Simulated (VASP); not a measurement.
Input:

```xyz
2
Lattice="0.0000 2.4438 2.4438 2.4438 0.0000 2.4438 2.4438 2.4438 0.0000" Properties=species:S:1:pos:R:3 pbc="T T T"
Eu     0.0000     0.0000     0.0000
O      2.4438     2.4438     2.4438
```

The numbers are results of rev-vdW-DF2, VASP's PBE PAW potentials (set 64) (plane waves; VASP), not measurements. Settings: 520 eV cut-off, 9×9×9 Γ-centred mesh, Gaussian smearing of 0.050 eV, potentials Eu_2 O.

The 4f electrons are frozen in the core of the lanthanide potential, so 4f levels, which can set the real gap, and their magnetism are missing.

**Question.** Predict the energy per atom (σ→0), pressure.

**Answer.** 
```yaml
energy per atom (σ→0): -4.996 eV/atom
pressure: 3.96 GPa
```

The absolute energy has meaning only against runs of the same code, potentials and settings.

The compound is EuO in the rock salt structure. This cell is one point of a volume scan, at 0.97 of the reference volume.
